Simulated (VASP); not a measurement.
# MnZn3 (Pm-3m) in VASP: single point with LDA

Aim: the single point of MnZn3 with LDA.

All numbers are computed with VASP 6.6.1; they aren't measurements. Logs are shortened: lines on timing, memory, paths and dates and some standing lists are left out, and cuts for length are marked.

**1. Starting point**

Symmetry: Pm-3m, No. 221, cubic system. Conventional cell: a = 3.860 Å, b = 3.860 Å, c = 3.860 Å, α = 90.00°, β = 90.00°, γ = 90.00°. Mn (site symmetry m-3m) has 12 Zn at 2.73 Å as nearest neighbours. Zn (site symmetry 4/mmm) has 4 Mn at 2.73 Å and 8 Zn at 2.73 Å as nearest neighbours.

**2. Single point, LDA, collinear spin, typed start**

Input file INCAR:

```
SYSTEM = MnZn3
ALGO = Fast ; EDIFF = 1E-6
ENCUT = 520 ; GGA = CA
ISIF = 2 ; ISMEAR = -1
ISPIN = 2 ; LASPH = .TRUE.
LCHARG = .TRUE. ; LELF = .TRUE.
LMAXMIX = 4 ; LORBIT = 11
LREAL = .FALSE. ; LVHAR = .TRUE.
LWAVE = .FALSE. ; MAGMOM = 4 0 0 0
NBANDS = 36 ; NELM = 150
PREC = Accurate ; SIGMA = 0.03
```

Input file KPOINTS:

```
k-points
0
G
  6 6 6
  0 0 0
```

Input file POSCAR:

```
MnZn3
1.0
    3.8600000000      0.0000000000      0.0000000000
    0.0000000000      3.8600000000      0.0000000000
    0.0000000000      0.0000000000      3.8600000000
Mn Zn
1 3
Direct
    0.0000000000      0.0000000000      0.0000000000
    0.0000000000      0.5000000000      0.5000000000
    0.5000000000      0.0000000000      0.5000000000
    0.5000000000      0.5000000000      0.0000000000
```

Potentials or basis: VASP PAW LDA potentials, release 64 (Mn_pv, Zn).

Started as:

```
$ cat potpaw_LDA.64/Mn_pv/POTCAR potpaw_LDA.64/Zn/POTCAR > POTCAR
$ mpirun -np 1 vasp_std > vasp.out
```

OUTCAR:

```text
SYSTEM = MnZn3
   EDIFF = 1E-6
   ENCUT = 520
   GGA = CA
   ISIF = 2
   ISMEAR = -1
   ISPIN = 2
   LASPH = .TRUE.
   LORBIT = 11
   LREAL = .FALSE.
   NELM = 150
   PREC = Accurate

 ion  position               nearest neighbor table
   1  0.000  0.000  0.000-   2 2.73   3 2.73   4 2.73   2 2.73   3 2.73   2 2.73   4 2.73   2 2.73
                             3 2.73   4 2.73   3 2.73   4 2.73
   2  0.000  0.500  0.500-   1 2.73   3 2.73   4 2.73   1 2.73   4 2.73   1 2.73   3 2.73   1 2.73
                             3 2.73   4 2.73   4 2.73   3 2.73
   3  0.500  0.000  0.500-   1 2.73   2 2.73   4 2.73   1 2.73   4 2.73   2 2.73   4 2.73   4 2.73
                             1 2.73   2 2.73   1 2.73   2 2.73
   4  0.500  0.500  0.000-   1 2.73   2 2.73   3 2.73   2 2.73   3 2.73   1 2.73   3 2.73   3 2.73
                             1 2.73   2 2.73   2 2.73   1 2.73

  LATTYP: Found a simple cubic cell.
 ALAT       =     3.8600000000

  Lattice vectors:

 A1 = (   3.8600000000,   0.0000000000,   0.0000000000)
 A2 = (   0.0000000000,   3.8600000000,   0.0000000000)
 A3 = (   0.0000000000,   0.0000000000,   3.8600000000)

Analysis of symmetry for initial positions (statically):
=====================================================================
 Subroutine PRICEL returns:
 Original cell was already a primitive cell.

 Routine SETGRP: Setting up the symmetry group for a
 simple cubic supercell.

 Subroutine GETGRP returns: Found 48 space group operations
 (whereof 48 operations were pure point group operations)
 out of a pool of 48 trial point group operations.

The static configuration has the point symmetry O_h .

Analysis of symmetry for dynamics (positions and initial velocities):
=====================================================================
 Subroutine PRICEL returns:
 Original cell was already a primitive cell.

 Routine SETGRP: Setting up the symmetry group for a
 simple cubic supercell.

 Subroutine GETGRP returns: Found 48 space group operations
 (whereof 48 operations were pure point group operations)
 out of a pool of 48 trial point group operations.

The dynamic configuration has the point symmetry O_h .

Analysis of structural, dynamic, and magnetic symmetry:
=====================================================================
 Subroutine PRICEL returns:
 Original cell was already a primitive cell.

 Routine SETGRP: Setting up the symmetry group for a
 simple cubic supercell.

 Subroutine GETGRP returns: Found 48 space group operations
 (whereof 48 operations were pure point group operations)
 out of a pool of 48 trial point group operations.

The overall configuration has the point symmetry O_h .

[... 128 lines left out ...]
 spin polarized calculation
 RMM-DIIS sequential band-by-band and
  energy-cutoff  :      520.00
  volume of cell :       57.51
 maximum number of plane-waves:      1596
 NGX is ok and might be reduce to    30
   NGX = 15   NGY = 15   NGZ = 15

 number of electron      48.9999899 magnetization       2.5044117

 Free energy of the ion-electron system (eV)
  ---------------------------------------------------
  ext. energy  EPLUGINS =         0.00000000
  ---------------------------------------------------
  free energy    TOTEN  =       -15.25970374 eV

  energy without entropy =      -15.24956467  energy(sigma->0) =      -15.25463420

 E-fermi :   3.8325     XC(G=0): -12.2966

 val. band max:        3.8251733759   @ k =   0.5000   0.3333   0.1667
 cond. band min:       3.8407364028   @ k =   0.1667   0.1667   0.1667
 fundamental gap:      0.0155630269
 Fermi energy:         3.8325180441

 spin component 1

 k-point     1 :       0.0000    0.0000    0.0000
  band No.  band energies     occupation
      1     -44.5875      1.00000
      2     -44.5875      1.00000
      3     -44.5875      1.00000
      4      -5.9035      1.00000
      5      -4.1908      1.00000
      6      -3.9596      1.00000
[... 769 lines left out ...]
     35      20.1079      0.00000
     36      20.1205      0.00000
 Fermi energy:         3.8325180441

 spin component 2

 k-point     1 :       0.0000    0.0000    0.0000
  band No.  band energies     occupation
      1     -41.9703      1.00000
      2     -41.9703      1.00000
      3     -41.9703      1.00000
      4      -5.8732      1.00000
      5      -4.1845      1.00000
      6      -3.9690      1.00000
[... 769 lines left out ...]
     35      20.0124      0.00000
     36      20.0133      0.00000

------------------------ aborting loop because EDIFF is reached ----------------------------------------

  FORCE on cell =-STRESS in cart. coord.  units (eV):
  Direction    XX          YY          ZZ          XY          YZ          ZX
  --------------------------------------------------------------------------------------
  -------------------------------------------------------------------------------------
  Total       -5.0346288     -5.0346288     -5.0346288     -0.0000000      0.0000000      0.0000000
  in kB     -140.2542816   -140.2542816   -140.2542816     -0.0000000      0.0000000      0.0000000
  external PRESSURE =    -140.2542816 kB  Pullay stress =       0.0000000 kB

 VOLUME and BASIS-vectors are now :
 -----------------------------------------------------------------------------
  energy-cutoff  :      520.00
  volume of cell :       57.51
      direct lattice vectors                 reciprocal lattice vectors
     3.860000000  0.000000000  0.000000000     0.259067358  0.000000000  0.000000000
     0.000000000  3.860000000  0.000000000     0.000000000  0.259067358  0.000000000
     0.000000000  0.000000000  3.860000000     0.000000000  0.000000000  0.259067358

 POSITION                                       TOTAL-FORCE (eV/Angst)
 -----------------------------------------------------------------------------------
      0.00000      0.00000      0.00000         0.000000      0.000000      0.000000
      0.00000      1.93000      1.93000         0.000000      0.000000      0.000000
      1.93000      0.00000      1.93000         0.000000      0.000000      0.000000
      1.93000      1.93000      0.00000         0.000000      0.000000      0.000000
 -----------------------------------------------------------------------------------
    total drift:                                0.000000      0.000000     -0.000000

  FREE ENERGIE OF THE ION-ELECTRON SYSTEM (eV)
  ---------------------------------------------------
  free  energy   TOTEN  =       -15.2597037381 eV

  energy  without entropy=      -15.2495646693  energy(sigma->0) =      -15.25463420

 total charge

# of ion       s       p       d       tot
------------------------------------------
    1        0.258   6.198   5.111  11.567
    2        0.607   0.495   9.721  10.823
    3        0.607   0.495   9.721  10.823
    4        0.607   0.495   9.721  10.823
--------------------------------------------------
tot          2.079   7.682  34.274  44.035

 magnetization (x)

# of ion       s       p       d       tot
------------------------------------------
    1        0.023   0.005   2.668   2.696
    2       -0.030  -0.034   0.003  -0.062
    3       -0.030  -0.034   0.003  -0.062
    4       -0.030  -0.034   0.003  -0.062
--------------------------------------------------
tot         -0.067  -0.098   2.676   2.511
```

OSZICAR:

```text
N       E                     dE             d eps       ncg     rms          rms(c)
DAV:   1     0.379443052707E+03    0.37944E+03   -0.23989E+04  3064   0.206E+03
DAV:   2     0.149854818016E+02   -0.36446E+03   -0.34586E+03  2880   0.432E+02
DAV:   3    -0.159203246650E+02   -0.30906E+02   -0.30195E+02  3096   0.133E+02
DAV:   4    -0.164821109367E+02   -0.56179E+00   -0.56111E+00  3176   0.188E+01
DAV:   5    -0.164876561452E+02   -0.55452E-02   -0.55450E-02  3064   0.164E+00    0.126E+01
RMM:   6    -0.178794988446E+02   -0.13918E+01   -0.96898E+00  3157   0.216E+01    0.181E+01
RMM:   7    -0.153911231671E+02    0.24884E+01   -0.25497E+00  3057   0.806E+00    0.556E+00
RMM:   8    -0.152666423373E+02    0.12448E+00   -0.19243E-01  3171   0.334E+00    0.193E+00
RMM:   9    -0.152554873366E+02    0.11155E-01   -0.21050E-02  3195   0.738E-01    0.103E+00
RMM:  10    -0.152600404155E+02   -0.45531E-02   -0.43954E-03  3284   0.609E-01    0.425E-01
RMM:  11    -0.152598737309E+02    0.16668E-03   -0.37418E-04  3316   0.149E-01    0.221E-01
RMM:  12    -0.152596947619E+02    0.17897E-03   -0.51420E-04  3260   0.136E-01    0.519E-02
RMM:  13    -0.152597023498E+02   -0.75879E-05   -0.32815E-05  3417   0.447E-02    0.270E-02
RMM:  14    -0.152597034695E+02   -0.11197E-05   -0.47573E-06  2796   0.164E-02    0.118E-02
RMM:  15    -0.152597037381E+02   -0.26856E-06   -0.10919E-06  2229   0.735E-03
   1 F= -.15259704E+02 E0= -.15254634E+02  d E =-.101391E-01  mag=     2.5044
```

stdout:

```text
POSCAR found type information on POSCAR MnZn
 POSCAR found :  2 types and       4 ions
 scaLAPACK will be used
 LDA part: xc-table for (Slater(with rela. corr.)+CA(PZ))
 , standard interpolation
 POSCAR, INCAR and KPOINTS ok, starting setup
 FFT: planning ... GRIDC
 FFT: planning ... GRID_SOFT
 FFT: planning ... GRID
 WAVECAR not read
 entering main loop
```

Wall time 76 s (1 thread of Intel Xeon Platinum 8559C (Emerald Rapids), shared host); peak memory 0.19 GiB.

Results:

```yaml
Free_energy: -15.2597 eV
Pressure: -14.0 GPa
Band_gap_on_the_k_mesh: none (metal or under the smearing width)
Net_moment: 2.50 μB per cell
Site_moments: Mn +2.70; Zn -0.06 μB
Valence_electrons_inside_the_program's_atomic_spheres: Mn 11.57; Zn 10.82
```

Levels at points of the mesh, in eV from the Fermi level:
Spin up:
```
           k point  band 24  band 25  band 26  band 27  band 28  band 29
(0.00, 0.00, 0.00)    -1.11    -0.05    -0.05    -0.05     3.78     3.78
(0.50, 0.00, 0.00)    -1.18    -1.13     3.82     3.82     3.85     3.86
(0.50, 0.50, 0.00)    -1.71    -1.21    -0.61    -0.25     5.73     6.87
(0.50, 0.50, 0.50)    -1.85    -1.85    -1.09    -1.09     1.35     1.35
```
Spin down:
| k point | band 20 | band 21 | band 22 | band 23 | band 24 | band 25 | band 26 | band 27 |
| --- | --- | --- | --- | --- | --- | --- | --- | --- |
| (0.00, 0.00, 0.00) | -0.60 | -0.60 | -0.01 | -0.01 | -0.01 | 0.96 | 0.96 | 0.96 |
| (0.50, 0.00, 0.00) | -6.42 | -0.44 | -0.44 | -0.28 | 0.95 | 1.10 | 3.78 | 3.97 |
| (0.50, 0.50, 0.00) | -3.83 | -3.83 | -3.28 | 0.07 | 0.07 | 1.16 | 1.41 | 1.59 |
| (0.50, 0.50, 0.50) | -2.29 | -2.29 | -2.29 | -1.76 | -1.76 | -1.76 | 1.30 | 1.30 |
